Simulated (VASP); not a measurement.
PbSe (rock salt), at 1.04 of the tabulated volume:

```
CELL_PARAMETERS angstrom
      0.00000     3.10027     3.10027
      3.10027     0.00000     3.10027
      3.10027     3.10027     0.00000
ATOMIC_POSITIONS crystal
  Pb 0.00000 0.00000 0.00000
  Se 0.50000 0.50000 0.50000
```

The highest filled band near L, direction along the valley's axis, from mBJ (TB09) with spin-orbit coupling in VASP (PAW); its two spin partners are averaged. The gap over the points computed is 0.50 eV, and the next band on that side lies 1.40 eV away at the edge.

Numerical set-up: 400 eV cut-off, 8×8×8 Γ-centred mesh, Gaussian smearing of 0.050 eV, potentials Pb_d Se.

```tsv
distance from the edge in k (1/Å)	distance in energy (meV)
0.018	4.8
0.025	9.0
0.035	17.4
0.050	34.3
0.070	63.2
```

### Question
Fit E(1 + αE) = ħ²k²/2m* (ħ²/2m0 = 3.810 eV Å²) and predict the row at 0.095 1/Å.

### Answer
Least squares on the energies gives the hole mass m* = 0.257 m0 and α = 2.33 per eV, and so 106.9 meV. The run gave 107.0 meV, +0.1 meV from the fit.

Left out are points under 3 meV from the edge, since the levels carry 0.1 meV, and points farther than half the way to the next band.

The compound is PbSe in the rock salt structure. The cell was not relaxed at this level.
